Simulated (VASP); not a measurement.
The system is HfGe.

```
CELL_PARAMETERS angstrom
3.21967 0.00000 0.00000
0.00000 3.21967 0.00000
0.00000 0.00000 4.10843
ATOMIC_POSITIONS crystal
Hf 0.50000 0.50000 0.00000
Ge 0.00000 0.00000 0.00000
```

The cell was built by a generator and needn't be a form met in nature.

- Program: VASP 6.6.1
- Task: relaxation of cell and atoms
- Functional: PBE
- Potentials or basis: VASP PAW PBE potentials, release 64 (Hf_pv, Ge_d)
- Cutoff: 900 eV
- k mesh: 8 × 8 × 7
- Occupations: fermi-dirac, width 0.05 eV
- Spin: no spin polarisation

At the start: pressure 61.3 GPa; volume 21.29 Å³/atom.

**Question.** Where does the relaxation end?

**Answer.** Over 31 steps the energy falls by 1977.0 meV/atom and the volume is 22.36 Å³/atom (+5.0 %); space group P4/mmm (No. 123, to 0.05 Å).

Step by step:
```
step  energy change (eV)  largest force (eV/Å)  pressure (GPa)  volume (Å³)
   1              0.0000                0.0000           61.34        42.59
   2              4.2975                0.0000           -1.84       107.25
   3              0.5075                0.0000          -12.37        97.37
   4             -1.2853                0.0000          -14.22        81.02
   5             -3.0913                0.0000           -5.96        60.30
   6             -3.1693                0.0000            1.13        55.85
   7             -3.1992                0.0000           -2.39        57.78
   8             -3.1993                0.0000           -1.90        57.46
   9             -3.3131                0.0000           -1.94        55.05
  10             -3.7993                0.0000           -0.62        47.72
  11             -0.8647                0.0000           54.00        32.61
  12             -3.8809                0.0000            0.11        46.22
  13             -3.9185                0.0000            4.15        42.39
  14             -3.9425                0.0000            2.29        43.98
  15             -3.9432                0.0000            2.70        43.71
  16             -3.8419                0.0000           -3.77        45.77
  17             -3.9519                0.0000            1.10        44.15
  18             -3.9519                0.0000            0.86        44.17
  19             -3.9519                0.0000            0.89        44.16
  20             -3.9530                0.0000           -0.48        45.11
  21             -3.9540                0.0000            0.07        44.71
  22             -3.9540                0.0000           -0.17        44.75
  23             -3.9540                0.0000            0.15        44.73
  24             -3.9540                0.0000           -0.10        44.74
  25             -3.9540                0.0000            0.20        44.62
  26             -3.9540                0.0000            0.37        44.71
  27             -3.9540                0.0000           -0.07        44.73
  28             -3.9540                0.0000            0.08        44.72
  29             -3.9540                0.0000           -0.05        44.73
  30             -3.9540                0.0000           -0.04        44.72
  31             -3.9540                0.0000            0.00        44.72
```

Final structure:
```
CELL_PARAMETERS angstrom
3.81940 0.00000 0.00000
0.00000 3.81940 0.00000
0.00000 0.00000 3.06579
ATOMIC_POSITIONS crystal
Hf 0.50000 0.50000 0.00000
Ge 0.00000 0.00000 0.00000
```
